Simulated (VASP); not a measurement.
Level of theory: PBEsol GGA, VASP's PBE PAW potentials (set 64) (plane waves; VASP).

Input for VASP

**KPOINTS**
```
Automatic mesh
0
Gamma
14 14 14
0 0 0
```

**POSCAR**
```
Al
1
    0.0000000000     2.0057806616     2.0057806616
    2.0057806616     0.0000000000     2.0057806616
    2.0057806616     2.0057806616     0.0000000000
Al
1
Direct
  0.0000000000   0.0000000000   0.0000000000
```

**INCAR**
```
IBRION  =  1
SYSTEM  =  Al
ALGO  =  Normal   ! blocked Davidson
SIGMA  =  0.1   ! width (eV)
EDIFFG  =  -0.001
GGA  =  PS   ! PBEsol
LASPH  =  .TRUE.   ! aspherical one-centre terms
ISIF  =  2   ! forces and stress, cell fixed
NSW  =  30   ! most ionic steps
ENCUT  =  400   ! plane-wave cut-off (eV)
LCHARG  =  .FALSE.
LREAL  =  .FALSE.   ! projection in real space or not
PREC  =  Accurate
EDIFF  =  1E-8
ISMEAR  =  1   ! Methfessel-Paxton
LWAVE  =  .FALSE.
NELM  =  100   ! most electronic steps
```

POTCAR, in this order: Al (PBE.64 set). Program: vasp_std.

Output of the run:

OUTCAR:
```
 ion  position               nearest neighbor table
   1  0.000  0.000  0.000-
  LATTYP: Found a face centered cubic cell.
 ALAT       =     4.0115613232
 Subroutine PRICEL returns:
 Original cell was already a primitive cell.
 Subroutine GETGRP returns: Found 48 space group operations
The static configuration has the point symmetry O_h .
The dynamic configuration has the point symmetry O_h .
 Subroutine INISYM returns: Found 48 space group operations
 Subroutine IBZKPT returns following result:
 Found    104 irreducible k-points:

 Following reciprocal coordinates:
            Coordinates               Weight
  0.000000  0.000000  0.000000      1.000000
  0.071429  0.000000  0.000000      8.000000
  0.142857  0.000000  0.000000      8.000000
  0.214286  0.000000  0.000000      8.000000
  0.285714  0.000000  0.000000      8.000000
  0.357143  0.000000  0.000000      8.000000
  0.428571  0.000000  0.000000      8.000000
  0.500000  0.000000  0.000000      4.000000
  0.071429  0.071429  0.000000      6.000000
  0.142857  0.071429  0.000000     24.000000
  0.214286  0.071429  0.000000     24.000000
  0.285714  0.071429  0.000000     24.000000
  0.357143  0.071429  0.000000     24.000000
  0.428571  0.071429  0.000000     24.000000
  0.500000  0.071429  0.000000     24.000000
 -0.428571  0.071429  0.000000     24.000000
 -0.357143  0.071429  0.000000     24.000000
 -0.285714  0.071429  0.000000     24.000000
 -0.214286  0.071429  0.000000     24.000000
 -0.142857  0.071429  0.000000     24.000000
 -0.071429  0.071429  0.000000     12.000000
  0.142857  0.142857  0.000000      6.000000
  0.214286  0.142857  0.000000     24.000000
  0.285714  0.142857  0.000000     24.000000
  0.357143  0.142857  0.000000     24.000000
  0.428571  0.142857  0.000000     24.000000
  0.500000  0.142857  0.000000     24.000000
 -0.428571  0.142857  0.000000     24.000000
 -0.357143  0.142857  0.000000     24.000000
 -0.285714  0.142857  0.000000     24.000000
 -0.214286  0.142857  0.000000     24.000000
 -0.142857  0.142857  0.000000     12.000000
  0.214286  0.214286  0.000000      6.000000
  0.285714  0.214286  0.000000     24.000000
  0.357143  0.214286  0.000000     24.000000
  0.428571  0.214286  0.000000     24.000000
  0.500000  0.214286  0.000000     24.000000
 -0.428571  0.214286  0.000000     24.000000
 -0.357143  0.214286  0.000000     24.000000
 -0.285714  0.214286  0.000000     24.000000
   k-points           NKPTS =    104   k-points in BZ     NKDIM =    104   number of bands    NBANDS=      5
   number of dos      NEDOS =    301   number of ions     NIONS =      1
   total plane-waves  NPLWV =   8000
   dimension x,y,z NGX =    20 NGY =   20 NGZ =   20
   dimension x,y,z NGXF=    40 NGYF=   40 NGZF=   40
   ions per type =               1
   PREC   = accura    normal or accurate (medium, high low for compatibility)
   ISTART =      0    job   : 0-new  1-cont  2-samecut
   ICHARG =      2    charge: 1-file 2-atom 10-const
   ISPIN  =      1    spin polarized calculation?
   LNONCOLLINEAR =      F non collinear calculations
   LSORBIT =      F    spin-orbit coupling
   INIWAV =      1    electr: 0-lowe 1-rand  2-diag
   ENCUT  =  400.0 eV  29.40 Ry    5.42 a.u.   4.63  4.63  4.63*2*pi/ulx,y,z
   NELM   =    100;   NELMIN=  2; NELMDL= -5     # of ELM steps
   EDIFF  = 0.1E-07   stopping-criterion for ELM
   LREAL  =      F    real-space projection
   NLSPLINE    = F    spline interpolate recip. space projectors
   LMAXMIX     =    2 max onsite mixed and CHGCAR
   VOSKOWN=      0    Vosko Wilk Nusair interpolation
...
```

OSZICAR:
```
       N       E                     dE             d eps       ncg     rms          rms(c)
DAV:   1    -0.238484320933E+01   -0.23848E+01   -0.66803E+02  1230   0.238E+02
DAV:   2    -0.410049994989E+01   -0.17157E+01   -0.14221E+01  1355   0.262E+01
DAV:   3    -0.411371715626E+01   -0.13217E-01   -0.13197E-01  1345   0.272E+00
DAV:   4    -0.411376290171E+01   -0.45745E-04   -0.45745E-04  1410   0.162E-01
DAV:   5    -0.411376319657E+01   -0.29486E-06   -0.29551E-06  1350   0.103E-02    0.144E+00
DAV:   6    -0.409628845945E+01    0.17475E-01   -0.21496E-03  1240   0.305E-01    0.818E-01
DAV:   7    -0.408448471845E+01    0.11804E-01   -0.58914E-03  1240   0.486E-01    0.174E-01
DAV:   8    -0.408447014640E+01    0.14572E-04   -0.31746E-05  1365   0.583E-02    0.139E-02
DAV:   9    -0.408446937119E+01    0.77521E-06   -0.51675E-07  1330   0.514E-03    0.148E-03
DAV:  10    -0.408446914667E+01    0.22452E-06   -0.44302E-09  1370   0.647E-04    0.144E-03
DAV:  11    -0.408446911479E+01    0.31887E-07   -0.13289E-10   770   0.111E-04    0.110E-04
DAV:  12    -0.408446911694E+01   -0.21499E-08   -0.13607E-11   680   0.314E-05
   1 F= -.40844691E+01 E0= -.40845667E+01  d E =-.408447E+01
```

OUTCAR:
```
------------------------ aborting loop because EDIFF is reached ----------------------------------------
  FORCE on cell =-STRESS in cart. coord.  units (eV):
  Direction    XX          YY          ZZ          XY          YZ          ZX
  --------------------------------------------------------------------------------------
  Total       -0.0000227     -0.0000227     -0.0000227     -0.0000000      0.0000000     -0.0000000
  in kB       -0.0022574     -0.0022574     -0.0022574     -0.0000000      0.0000000     -0.0000000
  external PRESSURE =      -0.0022574 kB  Pullay stress =       0.0000000 kB
  volume of cell :       16.14
      direct lattice vectors                 reciprocal lattice vectors
     0.000000000  2.005780662  2.005780662    -0.249279500  0.249279500  0.249279500
     2.005780662  0.000000000  2.005780662     0.249279500 -0.249279500  0.249279500
     2.005780662  2.005780662  0.000000000     0.249279500  0.249279500 -0.249279500
 POSITION                                       TOTAL-FORCE (eV/Angst)
 -----------------------------------------------------------------------------------
      0.00000      0.00000      0.00000         0.000000      0.000000      0.000000
 -----------------------------------------------------------------------------------
    total drift:                               -0.000000     -0.000000     -0.000000
  FREE ENERGIE OF THE ION-ELECTRON SYSTEM (eV)
  ---------------------------------------------------
  free  energy   TOTEN  =        -4.0844691169 eV

  energy  without entropy=       -4.0847617357  energy(sigma->0) =       -4.08456666

 reached required accuracy - stopping structural energy minimisation
```
(Selected blocks of OUTCAR.)

**OUTCAR**
```
 val. band max:        8.1258195531   @ k =  -0.3571   0.4286   0.2143

 cond. band min:       8.1884723005   @ k =   0.5000   0.2857   0.0000


 Fermi energy:         8.1361630688

 k-point     1 :       0.0000    0.0000    0.0000
  band No.  band energies     occupation
      1      -3.1015      2.00000
      2      20.9040      0.00000
      3      20.9040      0.00000
      4      20.9040      0.00000
      5      22.5590      0.00000

 k-point     2 :       0.0714    0.0000    0.0000
  band No.  band energies     occupation
      1      -2.9608      2.00000
      2      18.7758      0.00000
      3      20.4709      0.00000
      4      20.4709      0.00000
      5      23.1671      0.00000

 k-point     3 :       0.1429    0.0000    0.0000
  band No.  band energies     occupation
      1      -2.5396      2.00000
      2      15.8619      0.00000
      3      19.8477      0.00000
      4      19.8477      0.00000
      5      23.0613      0.00000

 k-point     4 :       0.2143    0.0000    0.0000
  band No.  band energies     occupation
      1      -1.8405      2.00000
      2      13.0200      0.00000
      3      19.3841      0.00000
      4      19.3841      0.00000
      5      22.8247      0.00000

 k-point     5 :       0.2857    0.0000    0.0000
  band No.  band energies     occupation
      1      -0.8676      2.00000
      2      10.3491      0.00000
      3      19.1340      0.00000
      4      19.1340      0.00000
      5      22.4904      0.00000

 k-point     6 :       0.3571    0.0000    0.0000
  band No.  band energies     occupation
      1       0.3733      2.00000
      2       7.8850      2.00220
      3      19.1115      0.00000
      4      19.1115      0.00000
      5      21.3595      0.00000

 k-point     7 :       0.4286    0.0000    0.0000
  band No.  band energies     occupation
      1       1.8745      2.00000
      2       5.6468      2.00000
      3      19.3205      0.00000
...
```

The compound is Al in the fcc structure. It was relaxed first. The start is the result of an earlier pass.
